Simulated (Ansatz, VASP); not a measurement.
## Pb (Pb(511)): VASP beside Ansatz

Wanted: the spread between two codes on one cell, functional and k mesh. The structure shown is the end of the Ansatz relaxation below.

Program: Ansatz 0.2.0. Level of theory: plane waves, with VASP 6.6.1 beside it; single point at PBE with D3(BJ). Results are calculated unless marked as measured.

## 1. Set-up

The cell holds 10 atoms: 10 Pb. Its edges and angles: a = 3.500 Å, b = 9.261 Å, c = 25.574 Å, α = 90.0°, β = 90.0°, γ = 100.9°. Vacuum lies along c.

## 2. Ansatz: relaxation, PBE with D3(BJ)

Ansatz runs on its default PAW (the set named soft_2) files.

This run makes the geometry at which the two programs are then compared.

input.yaml

```yaml
crystal:
  lattice:
    - [3.50017857, 0.0, 0.0]
    - [-1.75008928, 9.09373067, 0.0]
    - [0.0, 0.0, 25.5736514975]
  atoms:
    - { symbol: Pb, position: [0.55555556, 0.11111111, 0.3323733414] }
    - { symbol: Pb, position: [0.74074074, 0.48148148, 0.36962371] }
    - { symbol: Pb, position: [0.92592593, 0.85185185, 0.4068740786] }
    - { symbol: Pb, position: [0.11111111, 0.22222222, 0.4441244471] }
    - { symbol: Pb, position: [0.2962963, 0.59259259, 0.4813748157] }
    - { symbol: Pb, position: [0.48148148, 0.96296296, 0.5186251843] }
    - { symbol: Pb, position: [0.66666667, 0.33333333, 0.5558755529] }
    - { symbol: Pb, position: [0.85185185, 0.7037037, 0.5931259214] }
    - { symbol: Pb, position: [0.03703704, 0.07407407, 0.63037629] }
    - { symbol: Pb, position: [0.22222222, 0.44444444, 0.6676266586] }
kpoints:
  mp_grid: { grid: [8, 3, 1] }
hamiltonian:
  xc: pbe
  dispersion: d3bj
scf:
  occupations: { method: fermi_dirac, width: 0.1 }
  convergence: { dr2_threshold: 1.0e-08 }
efield:
  axis: 3
  dipole_correction: true
  ramp_position: 0.97
  ramp_width: 0.06
relax:
  f_tol: 0.015
  max_steps: 90
  constraints: [{ sites: [0, 1, 2] }]
output:
  write_potential: true
  write_density: true
  volumetric_format: npy
```

Command:

```console
$ ansatz run input.yaml --threads 4 --pin off --max-ram 6144MiB --backend cpu --events-out ev --progress --plain --runs-dir out
```

Numbers of over 12 decimals in the logs are rounded to 6 here.

The log of the run:

```text
Warning: crystal.symmetry: narrowed to the stabiliser of the k-point mesh — unitary ops 2 → 1; excluded 1 operation that carries a point of the 8×3×1 mesh (shift [0, 0, 0]) off the mesh (the run samples exactly the mesh kpoints.mp_grid names, as under crystal.symmetry.detect: false, and its converged state has the mesh's symmetry, not the crystal's; ε∞, the Born charges and the force constants of a linear response (`dielectric:` by the response, `phonons.method: dfpt`) are averaged over those of the crystal's operations that the state keeps within a tolerance, where `mesh_tensors`, `unaveraged_element` or `gamma_mean_max_change_ev_ang2` stands beside them; [rest of the remark cut]
Engine: ansatz 0.2.0, x86_64-unknown-linux-gnu
Pseudopotentials: kind: paw
Pseudopotential: Pb, paw, valence charge 14, recommended cutoff 420 eV (normal), Pb.paw.azcp
Functional definition: PBE
  parameter kappa = 0.804
  parameter beta = 0.066725
  exchange = pbe_x(kappa = kappa, mu = beta*pi^2/3)
  correlation = pbe_c(beta = beta)
Crystal: 10 atoms, lattice volume = 814.001 Å³
Basis set: ecut = 420 eV, 15947 PW (Γ), exchange–correlation on 48×128×360 points (8 copies of the dense FFT grid, shifted against one another)
Bands: 84, of which v1, the nominal top of the filled ones, is band 70 counted from 1 (69 counted from 0)
Symmetry: 1 space group operations
k-points: 13 of 24 (time reversal used)
Non-local potential: Pb, projectors of the file, l = 0: 2, l = 1: 2, l = 2: 2, l = 3: 2
PAW form: soft (Blöchl's): semilocal exchange-correlation on the pseudo side does not see the compensation charge
PAW one-centre angular grid: Pb, 590 points (default); XC on 64 Gauss nodes
Initial density: superposition of atomic densities (neutral atoms: chi_scale 0, normalization atom), corrected by the library's trained network
Initial wavefunctions: pseudopotential atomic-orbital guess
Functional: x = pbe(κ = 0.804, μ = 0.219515), c = pbe(β = 0.066725)
SCF iter   1: F=—  HF=-119065.805065 eV  |F-HF|=—  |Δ(HF+E_count)|=         —  Δρ=8.27e-4  dr2=1.92e-2  ethr=1.77e-3  p=0.000 e·Å  D=9.57e-14 V/Å  ΔV_dip=-0.00 eV  dr2_dipole=6.06e-10  V_vac-E_F(+/−)=3.58/3.58 eV  ⟨swp⟩=7.9  Hψ=4471  notcnv=0
efield: sawtooth ramp at fractional position 0.9700 (set: `efield.ramp_position`, or a place that a band, a saddle search or an elastic batch's reference lends), width 0.0600; the density the first Hamiltonian is built on has a dipole p = 0.000 e·Å; the dipole correction subtracts the counter field D = 9.57e-14 V/Å, which shifts the + side's vacuum level by -0.00 eV against the − side's; the planar-averaged density in the ramp window peaks in size at 6.5e-6 e/Å³
preconditioner: auto → LDOS  [metal: Δε(μ)=0.089 eV  Ē_g=15.547 eV  σ=0.100 eV  W_gap=0.21  n_scr=100 (ndim 8)  ℏωp=15.4 eV  f_vac=0.562  D(μ)=5.68/eV (n_scr^D=22)  β→1.0]
SCF iter   2: F=—  HF=-119065.809392 eV  |F-HF|=—  |Δ(HF+E_count)|=   4.33e-3  Δρ=4.15e-4  dr2=2.16e-3  ethr=1.37e-5  p=-0.000 e·Å  D=-4.38e-6 V/Å  ΔV_dip=0.00 eV  dr2_dipole=6.85e-9  V_vac-E_F(+/−)=3.67/3.67 eV  ⟨swp⟩=2.6  Hψ=2278  notcnv=0  defer=8
SCF iter   3: F=—  HF=-119065.809569 eV  |F-HF|=—  |Δ(HF+E_count)|=   1.78e-4  Δρ=2.73e-4  dr2=1.02e-3  ethr=1.54e-6  p=0.000 e·Å  D=1.10e-6 V/Å  ΔV_dip=-0.00 eV  dr2_dipole=1.22e-11  V_vac-E_F(+/−)=3.67/3.67 eV  ⟨swp⟩=2.0  Hψ=2044  notcnv=0  defer=8
SCF iter   4: F=—  HF=-119065.809345 eV  |F-HF|=—  |Δ(HF+E_count)|=   2.24e-4  Δρ=9.34e-5  dr2=1.30e-4  ethr=7.28e-7  p=0.000 e·Å  D=1.28e-6 V/Å  ΔV_dip=-0.00 eV  dr2_dipole=2.73e-9  V_vac-E_F(+/−)=3.68/3.68 eV  ⟨swp⟩=2.8  Hψ=2042  notcnv=0  defer=8
SCF iter   5: F=—  HF=-119065.809319 eV  |F-HF|=—  |Δ(HF+E_count)|=   2.65e-5  Δρ=2.88e-5  dr2=1.37e-5  ethr=9.29e-8  p=-0.000 e·Å  D=-3.81e-7 V/Å  ΔV_dip=0.00 eV  dr2_dipole=2.08e-10  V_vac-E_F(+/−)=3.68/3.68 eV  ⟨swp⟩=3.0  Hψ=2117  notcnv=0  defer=8
SCF iter   6: F=—  HF=-119065.809320 eV  |F-HF|=—  |Δ(HF+E_count)|=   9.90e-7  Δρ=4.99e-6  dr2=4.16e-7  ethr=9.81e-9  p=-0.000 e·Å  D=-5.60e-8 V/Å  ΔV_dip=0.00 eV  dr2_dipole=1.04e-11  V_vac-E_F(+/−)=3.68/3.68 eV  ⟨swp⟩=2.0  Hψ=1983  notcnv=0  defer=8
SCF iter   7: F=—  HF=-119065.809455 eV  |F-HF|=—  |Δ(HF+E_count)|=   1.35e-4  Δρ=1.27e-6  dr2=2.30e-8  ethr=2.97e-10  p=-0.000 e·Å  D=-9.86e-8 V/Å  ΔV_dip=0.00 eV  dr2_dipole=6.31e-13  V_vac-E_F(+/−)=3.68/3.68 eV  ⟨swp⟩=2.1  Hψ=1987  notcnv=0  defer=8
SCF iter   8: F=-119065.809455 eV  HF=-119065.809455 eV  |F-HF|=2.52e-9  |Δ(HF+E_count)|=   1.70e-8  Δρ=4.25e-7  dr2=2.49e-9  ethr=7.14e-12  p=-0.000 e·Å  D=-3.56e-8 V/Å  ΔV_dip=0.00 eV  dr2_dipole=2.51e-13  V_vac-E_F(+/−)=3.68/3.68 eV  ⟨swp⟩=10.2  Hψ=8082  notcnv=0
[...]
efield: sawtooth ramp at fractional position 0.9700 (set: `efield.ramp_position`, or a place that a band, a saddle search or an elastic batch's reference lends), width 0.0600; the density the first Hamiltonian is built on has a dipole p = -0.004 e·Å; the dipole correction subtracts the counter field D = -7.92e-4 V/Å, which shifts the + side's vacuum level by +0.02 eV against the − side's; the planar-averaged density in the ramp window peaks in size at 4.0e-7 e/Å³
preconditioner: auto → LDOS  [metal: Δε(μ)=0.100 eV  Ē_g=15.576 eV  σ=0.100 eV  W_gap=0.25  n_scr=100 (ndim 8)  ℏωp=15.4 eV  f_vac=0.565  D(μ)=5.55/eV (n_scr^D=22)  β→1.0]
SCF iter   2: F=—  HF=-119065.854385 eV  |F-HF|=—  |Δ(HF+E_count)|=   2.78e-4  Δρ=1.08e-4  dr2=2.83e-4  ethr=1.66e-6  p=-0.002 e·Å  D=-4.10e-4 V/Å  ΔV_dip=0.01 eV  dr2_dipole=9.60e-5  V_vac-E_F(+/−)=3.72/3.71 eV  ⟨swp⟩=2.5  Hψ=1845  notcnv=0  defer=8
SCF iter   3: F=—  HF=-119065.854384 eV  |F-HF|=—  |Δ(HF+E_count)|=   5.45e-7  Δρ=5.73e-5  dr2=3.99e-5  ethr=2.02e-7  p=-0.003 e·Å  D=-5.96e-4 V/Å  ΔV_dip=0.02 eV  dr2_dipole=1.41e-6  V_vac-E_F(+/−)=3.72/3.71 eV  ⟨swp⟩=2.0  Hψ=2000  notcnv=0  defer=8
SCF iter   4: F=—  HF=-119065.854380 eV  |F-HF|=—  |Δ(HF+E_count)|=   4.15e-6  Δρ=1.83e-5  dr2=4.07e-6  ethr=2.85e-8  p=-0.003 e·Å  D=-6.28e-4 V/Å  ΔV_dip=0.02 eV  dr2_dipole=4.66e-8  V_vac-E_F(+/−)=3.72/3.71 eV  ⟨swp⟩=2.0  Hψ=2033  notcnv=0  defer=8
SCF iter   5: F=—  HF=-119065.854520 eV  |F-HF|=—  |Δ(HF+E_count)|=   1.40e-4  Δρ=5.10e-6  dr2=3.17e-7  ethr=2.91e-9  p=-0.003 e·Å  D=-6.32e-4 V/Å  ΔV_dip=0.02 eV  dr2_dipole=3.81e-9  V_vac-E_F(+/−)=3.72/3.71 eV  ⟨swp⟩=2.0  Hψ=2000  notcnv=0  defer=8
SCF iter   6: F=—  HF=-119065.854520 eV  |F-HF|=—  |Δ(HF+E_count)|=   6.64e-8  Δρ=1.73e-6  dr2=4.24e-8  ethr=2.26e-10  p=-0.003 e·Å  D=-6.36e-4 V/Å  ΔV_dip=0.02 eV  dr2_dipole=1.65e-10  V_vac-E_F(+/−)=3.72/3.71 eV  ⟨swp⟩=2.0  Hψ=2011  notcnv=0  defer=8
SCF iter   7: F=-119065.854520 eV  HF=-119065.854520 eV  |F-HF|=2.53e-9  |Δ(HF+E_count)|=   1.62e-8  Δρ=3.19e-7  dr2=1.35e-9  ethr=7.14e-12  p=-0.003 e·Å  D=-6.36e-4 V/Å  ΔV_dip=0.02 eV  dr2_dipole=1.82e-12  V_vac-E_F(+/−)=3.72/3.71 eV  ⟨swp⟩=9.8  Hψ=7790  notcnv=0
SCF 5 converged in 7 iterations: F = -119065.854520 eV  dr2 = 1.35e-9
relax step   5: F+E_penalty+E_count = -119065.85452014 eV  Δ(F+E_penalty+E_count) = -1.419e-3 eV  max|allowed force component| = 5.652e-3 eV/Å  Δτ_max = 0.0356 Å  (7 SCF iters, accepted)
NSCF: frozen V_eff on 13 k-points
the band table was solved once a step of the walk had ended and its energy, with any forces and stress, was formed, with the checks that follow a solve (5351 applications of the Hamiltonian). They found nothing against the state; the energy, forces and stress were not computed again (output.eigenvalues in the input reference)
SCF converged after 7 iterations
Free energy (F): -119065.854520 eV
Harris-Foulkes:  -119065.854520 eV  (|F-HF|=2.53e-9)
Internal energy: -119065.669693 eV  (E = F + TS)
E sigma→0 (E₀):  -119065.762107 eV
Entropy (-TS):   -0.184827 eV (-18.483 meV/atom)
Fermi energy:    1.774424 eV
Dipole field:    D = -0.000635 V/Å  (p = -0.002857 e·Å, saw-weighted, corrected)
Work function:   Φ+ = 3.7247 eV   Φ− = 3.7085 eV
Levels:          The Fermi level and band energies are counted from a zero that moves with the ramp; work functions are not
--- Per-component energies (eV) ---
  E_band       = -1652.567547
  E_kinetic    = 2883.994754
  E_local      = -104287.533777  (includes V_loc(G=0)·N_el)
  E_nonlocal   = 3495.203588
  E_hartree    = 50461.385621
  E_xc         = -2203.642092
  E_vxc        = -1319.190221  (∫ρ·V_xc dr)
  E_paw        = -104055.786288  (= ΣΔE_a)
  E_vpaw       = -3347.813659  (= ΣTr[D̂ρ^β])
  E_aug_tail   = 0.000484  (compensation charges beyond the density's cutoff)
  E_efield     = 0.000001  (sawtooth field / dipole correction)
  E_vefield    = -0.001286  (∫n·V_field dr)
  E_ewald      = 34643.666774
  E_disp       = -2.958757  (pairwise vdW)
  E_smearing   = -0.184827  (= −TS)
  E_closure    = -0.000000  (closes the sum)
  Σ components = -119065.854520   (vs F -119065.854520, Δ=0.00e0)
--- Forces (eV/Å), atoms counted from 1 ---
  atom   1  Pb    -0.00633942     0.02811211     0.06183189
  atom   2  Pb     0.00930015    -0.04865276     0.00957933
  atom   3  Pb    -0.00433140     0.02625094    -0.07668128
  atom   4  Pb     0.00048203    -0.00067450     0.00563582
  atom   5  Pb    -0.00043788    -0.00553470     0.00098347
  atom   6  Pb     0.00012918     0.00348523     0.00012889
  atom   7  Pb     0.00082228    -0.00198822    -0.00565150
  atom   8  Pb     0.00042378    -0.00191810     0.00415823
  atom   9  Pb    -0.00038889     0.00117590     0.00206290
  atom  10  Pb     0.00034023    -0.00025542    -0.00204686
  max |Σ_I F_I| component: 8.96e-7 eV/Å
--- Band table (eV; the first three rows and the last of 13) ---
  k-point 0: bands = [... 66 lower, 0.8129, 1.0063, 2.0602, 2.1282, 2.6287, 3.3289, 3.4916, 4.5154, ... 10 higher]
  k-point 1: bands = [... 66 lower, 1.0438, 1.5684, 2.3572, 2.5499, 3.1056, 3.6173, 3.7568, 4.2746, ... 10 higher]
  k-point 2: bands = [... 66 lower, 0.7529, 1.3119, 2.0171, 2.2386, 2.3457, 2.9603, 3.1689, 3.5454, ... 10 higher]
  k-point 12: bands = [... 66 lower, -0.2485, -0.1704, 0.0806, 0.1970, 1.2539, 2.0617, 2.2834, 2.5682, ... 10 higher]
--- Relaxed structure (5 steps of the walk, 4 accepted, 0 SCFs on fresh bases) ---
  F+E_penalty+E_count = -119065.85452014 eV   max|allowed force component| = 5.652e-3 eV/Å
  atoms:
    - { symbol: Pb, position: [0.555556, 0.111111, 0.3323733414] }
    - { symbol: Pb, position: [0.740741, 0.481481, 0.36962371] }
    - { symbol: Pb, position: [0.925926, 0.85185185, 0.4068740786] }
    - { symbol: Pb, position: [0.113486, 0.221150, 0.440663] }
    - { symbol: Pb, position: [0.290739, 0.583829, 0.480544] }
    - { symbol: Pb, position: [0.482062, 0.956506, 0.519944] }
    - { symbol: Pb, position: [0.662573, 0.321014, 0.556426] }
    - { symbol: Pb, position: [0.852039, 0.686556, 0.595753] }
    - { symbol: Pb, position: [0.031757, 0.064770, 0.629420] }
    - { symbol: Pb, position: [0.220510, 0.424423, 0.662715] }
```

(Part 1 of 2 ends here.)

[Lines on the potential files, build, host, timing and source positions are cut from VASP's logs without a mark.]

[Logs are printed without paths, hosts, clocks, repeated set-up lines and the standing remarks that a program may print on its own settings, such as how far it seeks lower states.]

[Hosts, paths, dates, database ids (printed as entryN), source tags and the programs' standing remarks are cut or masked in the printed files.]
